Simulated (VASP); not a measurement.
Output of a VASP run:

File OUTCAR:
```
 ion  position               nearest neighbor table
   1  0.000  0.000  0.000-
   2  0.500  0.500  0.500-
  LATTYP: Found a face centered cubic cell.
 ALAT       =     6.4616554900
 Subroutine PRICEL returns:
 Original cell was already a primitive cell.
 Subroutine GETGRP returns: Found 48 space group operations
The static configuration has the point symmetry O_h .
The dynamic configuration has the point symmetry O_h .
 Subroutine INISYM returns: Found 48 space group operations
 Subroutine IBZKPT returns following result:
 Found     16 irreducible k-points:

 Following reciprocal coordinates:
            Coordinates               Weight
  0.000000  0.000000  0.000000      1.000000
  0.166667  0.000000  0.000000      8.000000
  0.333333  0.000000  0.000000      8.000000
  0.500000  0.000000  0.000000      4.000000
  0.166667  0.166667  0.000000      6.000000
  0.333333  0.166667  0.000000     24.000000
  0.500000  0.166667  0.000000     24.000000
 -0.333333  0.166667  0.000000     24.000000
 -0.166667  0.166667  0.000000     12.000000
  0.333333  0.333333  0.000000      6.000000
  0.500000  0.333333  0.000000     24.000000
 -0.333333  0.333333  0.000000     12.000000
  0.500000  0.500000  0.000000      3.000000
  0.500000  0.333333  0.166667     24.000000
 -0.333333  0.333333  0.166667     24.000000
 -0.333333  0.500000  0.166667     12.000000
 Subroutine IBZKPT_HF returns following result:
   k-points           NKPTS =     16   k-points in BZ     NKDIM =    216   number of bands    NBANDS=     11
   number of dos      NEDOS =    301   number of ions     NIONS =      2
   total plane-waves  NPLWV =  46656
   dimension x,y,z NGX =    36 NGY =   36 NGZ =   36
   dimension x,y,z NGXF=    72 NGYF=   72 NGZF=   72
   ions per type =               1   1
   PREC   = accura    normal or accurate (medium, high low for compatibility)
   ISTART =      1    job   : 0-new  1-cont  2-samecut
   ICHARG =      0    charge: 1-file 2-atom 10-const
   ISPIN  =      1    spin polarized calculation?
   LNONCOLLINEAR =      F non collinear calculations
   LSORBIT =      F    spin-orbit coupling
   INIWAV =      1    electr: 0-lowe 1-rand  2-diag
   ENCUT  =  520.0 eV  38.22 Ry    6.18 a.u.   8.50  8.50  8.50*2*pi/ulx,y,z
   NELM   =     60;   NELMIN=  2; NELMDL=  0     # of ELM steps
   EDIFF  = 0.1E-05   stopping-criterion for ELM
   LREAL  =      F    real-space projection
   NLSPLINE    = F    spline interpolate recip. space projectors
   LMAXMIX     =    4 max onsite mixed and CHGCAR
   VOSKOWN=      0    Vosko Wilk Nusair interpolation
   EDIFFG = 0.1E-04   stopping-criterion for IOM
   NSW    =      0    number of steps for IOM
   NBLOCK =      1;   KBLOCK =      1    inner block; outer block
   IBRION =     -1    ionic relax: 0-MD 1-quasi-New 2-CG
   NFREE  =      0    steps in history (QN), initial steepest desc. (CG)
   ISIF   =      2    stress and relaxation
   ISYM   =      3    0-nonsym 1-usesym 2-fastsym
   TEIN   =    0.0    initial temperature
   TEBEG  =    0.0;   TEEND  =   0.0 temperature during run
   SMASS  =  -3.00    Nose mass-parameter (am)
   PSTRESS=    0.0 pullay stress
   NELECT =      14.0000    total number of electrons
   EFERMI =   0.00;   METHOD = LEGACY
   ISMEAR =     0;   SIGMA  =   0.05  broadening in eV -4-tet -1-fermi 0-gaus
   IALGO  =     38    algorithm
   LDIAG  =      T    sub-space diagonalisation (order eigenvalues)
   IMIX   =      1    mixing-type and parameters
     AMIX     =   0.40;   BMIX     =  1.00
     AMIX_MAG =   1.60;   BMIX_MAG =  1.00
     AMIN     =   0.10
   GGA     = PE    functional components
   VOSKOWN =     0    Vosko Wilk Nusair interpolation
   LHFCALC =     T    Hartree Fock is set to
   NKREDX  =     1    reduce k-point grid by
   AEXX    =    0.2500 exact exchange contribution
   HFSCREEN=    0.0000 screening length (either q_TF or 0.3 A-1)
   HFRCUT  =   -1.0000 spherical cutoff for potential kernel
...
```

OSZICAR:
```
       N       E                     dE             d eps       ncg     rms          rms(c)
DAV:   1    -0.676386087641E+01   -0.67639E+01   -0.37626E-01   352   0.573E+00    0.359E+00
DAV:   2    -0.676671489858E+01   -0.28540E-02   -0.12112E-02   373   0.147E+00    0.236E+00
DAV:   3    -0.676626568804E+01    0.44921E-03   -0.81239E-04   408   0.503E-01    0.140E+00
DAV:   4    -0.676611906332E+01    0.14662E-03   -0.11513E-04   406   0.164E-01    0.813E-01
DAV:   5    -0.676607016115E+01    0.48902E-04   -0.23375E-05   377   0.614E-02    0.474E-01
DAV:   6    -0.676605460884E+01    0.15552E-04   -0.76087E-06   382   0.284E-02    0.278E-01
DAV:   7    -0.676605025046E+01    0.43584E-05   -0.28400E-06   364   0.152E-02    0.162E-01
DAV:   8    -0.676604933060E+01    0.91986E-06   -0.94326E-07   229   0.887E-03
   1 F= -.67660493E+01 E0= -.67660493E+01  d E =-.292935E-19
```

**OUTCAR**
```
------------------------ aborting loop because EDIFF is reached ----------------------------------------
  FORCE on cell =-STRESS in cart. coord.  units (eV):
  Direction    XX          YY          ZZ          XY          YZ          ZX
  --------------------------------------------------------------------------------------
  Total        0.0671981      0.0671981      0.0671981      0.0000000      0.0000000      0.0000000
  in kB        1.5962325      1.5962325      1.5962325      0.0000000      0.0000000      0.0000000
  external PRESSURE =       1.5962325 kB  Pullay stress =       0.0000000 kB
  volume of cell :       67.45
      direct lattice vectors                 reciprocal lattice vectors
     0.000000000  3.230827745  3.230827745    -0.154759102  0.154759102  0.154759102
     3.230827745  0.000000000  3.230827745     0.154759102 -0.154759102  0.154759102
     3.230827745  3.230827745  0.000000000     0.154759102  0.154759102 -0.154759102
  FREE ENERGIE OF THE ION-ELECTRON SYSTEM (eV)
  ---------------------------------------------------
  free  energy   TOTEN  =        -6.7660493306 eV

  energy  without entropy=       -6.7660493306  energy(sigma->0) =       -6.76604933

  exchange ACFDT corr.  =         0.00000000  see jH, gK, PRB 81, 115126
```
(Selected blocks of OUTCAR.)

### POSCAR
```
NaI
1
    0.0000000000     3.2308277450     3.2308277450
    3.2308277450     0.0000000000     3.2308277450
    3.2308277450     3.2308277450     0.0000000000
Na I
1 1
Direct
  0.0000000000   0.0000000000   0.0000000000
  0.5000000000   0.5000000000   0.5000000000
```

Q: Write an INCAR and KPOINTS that could have produced this output.

A: This is not unique; one that fits is the input of the run itself, PBE0 hybrid, plane waves, VASP's PBE PAW potentials (set 64).

**KPOINTS**
```
Regular mesh
0
gamma
6 6 6
0 0 0
```

INCAR:
```
AEXX  =  0.25
ALGO  =  Normal
EDIFF  =  1E-6
ENCUT  =  520
GGA  =  PE
HFRCUT  =  -1
ISIF  =  2
ISMEAR  =  0
ISYM  =  3
LASPH  =  .True.
LCHARG  =  .False.
LHFCALC  =  .True.
LMAXMIX  =  4
LREAL  =  .False.
LWAVE  =  .False.
NELM  =  60
PREC  =  Accurate
PRECFOCK  =  Fast
SIGMA  =  0.05
SYSTEM  =  NaI
```

POTCAR, in this order: Na_pv I (PBE.64 set). Program: vasp_std. Read from the step before: WAVECAR.

The compound is NaI in the rock salt structure. This cell is one point of a volume scan, at 0.97 of the reference volume. The cell's shape comes from a PBE relaxation.
